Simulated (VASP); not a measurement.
The system is MgCd2Te3.

```
Mg Cd Te
1.0
     2.98323    1.72237    6.38747
    -2.98323    1.72237    6.38747
     0.00000   -3.44473    6.38747
Mg Cd Te
1 2 3
Direct
  0.00000 0.00000 0.00000
  0.15213 0.15213 0.15213
  0.84787 0.84787 0.84787
  0.50000 0.50000 0.50000
  0.72152 0.72152 0.72152
  0.27848 0.27848 0.27848
```

The cell was built by a generator and needn't be a form met in nature.

```yaml
Program: VASP 6.6.1
Task: relaxation of cell and atoms
Functional: PBE
Potentials_or_basis: VASP PAW PBE potentials, release 64 (Mg, Cd, Te)
Cutoff: 520 eV
k_mesh: 3 × 3 × 3
Occupations: gaussian, width 0.15 eV
Spin: no spin polarisation
```

At the start: pressure 1.9 GPa; volume 32.82 Å³/atom.

Problem. How do energy, volume and symmetry change on relaxing?

Solution. Over 23 steps the energy falls by 705.9 meV/atom and the volume is 28.21 Å³/atom (-14.0 %); space group R-3m (No. 166, to 0.05 Å).

The path:
| step | energy change (eV) | largest force (eV/Å) | pressure (GPa) | volume (Å³) |
| --- | --- | --- | --- | --- |
| 1 | 0.0000 | 3.7793 | 1.89 | 196.92 |
| 2 | -1.6584 | 0.3069 | -5.30 | 206.06 |
| 3 | -1.6697 | 0.3240 | -5.33 | 206.35 |
| 4 | -2.7435 | 0.2753 | -1.55 | 175.46 |
| 5 | -2.8268 | 0.3565 | 0.98 | 166.76 |
| 6 | -2.9127 | 0.4287 | 0.98 | 167.66 |
| 7 | -3.0284 | 0.6941 | 1.55 | 169.13 |
| 8 | -2.9819 | 1.2947 | 3.19 | 170.25 |
| 9 | -3.0605 | 0.9491 | 2.08 | 169.92 |
| 10 | -3.1229 | 0.9115 | 1.36 | 173.15 |
| 11 | -3.2219 | 0.8356 | -0.96 | 182.95 |
| 12 | -3.2259 | 0.8065 | -1.36 | 184.74 |
| 13 | -3.2916 | 0.8183 | -1.39 | 184.22 |
| 14 | -3.5079 | 0.8584 | -1.68 | 182.61 |
| 15 | -3.9753 | 0.6616 | -2.02 | 179.19 |
| 16 | -3.6032 | 1.5111 | 1.39 | 171.63 |
| 17 | -4.1501 | 0.2645 | -1.65 | 177.04 |
| 18 | -4.1615 | 0.3649 | -1.23 | 176.21 |
| 19 | -4.1688 | 0.4132 | 1.75 | 164.90 |
| 20 | -4.1979 | 0.3874 | 0.46 | 170.22 |
| 21 | -4.2279 | 0.1939 | -0.07 | 170.92 |
| 22 | -4.2302 | 0.1286 | -0.26 | 171.15 |
| 23 | -4.2353 | 0.0474 | 0.25 | 169.26 |

Final structure:
```
Mg Cd Te
1.0
     2.23745    1.29179    9.75999
    -2.23745    1.29179    9.75999
     0.00000   -2.58358    9.75999
Mg Cd Te
1 2 3
Direct
  0.00000 0.00000 0.00000
  0.11000 0.11000 0.11000
  0.89000 0.89000 0.89000
  0.50000 0.50000 0.50000
  0.71885 0.71885 0.71885
  0.28115 0.28115 0.28115
```
